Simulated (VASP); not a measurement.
An input for Ansatz (written as the equivalent of a VASP run, and not itself run):

Ansatz 0.2 input:
```yaml
crystal:
  lattice:
    - [4.7511308, 0.0000000, 0.0000000]
    - [-2.3755654, 4.1145998, 0.0000000]
    - [0.0000000, 0.0000000, 7.5145515]
  atoms:
    - { symbol: Ca, position: [1.0000000, 1.0000000, 0.0000000] }
    - { symbol: Mg, position: [0.6666670, 0.3333330, 0.3712739] }
    - { symbol: Mg, position: [0.3333330, 0.6666670, 0.6287261] }
    - { symbol: Bi, position: [0.3333330, 0.6666670, 0.2345302] }
    - { symbol: Bi, position: [0.6666670, 0.3333330, 0.7654698] }
kpoints:
  mp_grid: { grid: [5, 5, 3] }
hamiltonian:
  xc: pbesol
  pseudopotentials: { kind: paw }
scf:
  occupations: { method: gaussian, width: 0.05 }
  max_iter: 100
relax:
  max_steps: 60
  f_tol: 0.02
  cell: {}
output: { forces: true, stress: true, eigenvalues: true }
```

Question: Translate this input to VASP (INCAR, KPOINTS, POSCAR, choice of POTCAR).

Answer: One answer among several that fit: 
### INCAR
```
# general
SYSTEM  = Ca(MgBi)2
PREC    = Accurate
ENCUT   = 400
LREAL   = .False.
LASPH   = .True.

# electronic loop
EDIFF   = 1E-6
NELM    = 100
ALGO    = Normal
LMAXMIX = 4

# smearing
ISMEAR  = 0
SIGMA   = 0.05

# functional
GGA     = PS

# ions
IBRION  = 2
NSW     = 60
ISIF    = 3
EDIFFG  = -0.02

# output
LWAVE   = .False.
LCHARG  = .False.
```

KPOINTS:
```
Automatic mesh
0
Gamma
5 5 3
0 0 0
```

POSCAR:
```
Ca(MgBi)2
1.0
  4.7511308056   0.0000000000   0.0000000000
 -2.3755654028   4.1145997847   0.0000000000
  0.0000000000   0.0000000000   7.5145514910
Ca Mg Bi
1 2 2
Cartesian
  2.3755654028   4.1145997847   0.0000000000
  2.3755677784   1.3715318900   2.7899567141
 -0.0000023756   2.7430678947   4.7245947769
 -0.0000023756   2.7430678947   1.7623895617
  2.3755677784   1.3715318900   5.7521619293
```

POTCAR, in this order: Ca_sv Mg Bi_d (PBE.64 set). Program: vasp_std.

Limits of the translation: each code has its own PAW files, so the cut-off isn't converted (ENCUT is set for VASP's; basis.ecutwfc is left out, and Ansatz then takes the one that its files recommend); Ansatz stops its SCF on the density residual and VASP on the energy change (EDIFF).

The structure comes from a computed database's Bi2CaMg2 entry (P-3m1); how it stands against other phases isn't given here. This run relaxes it. Symmetry was kept, so distortions that lower it aren't found. The start is the result of an earlier pass.
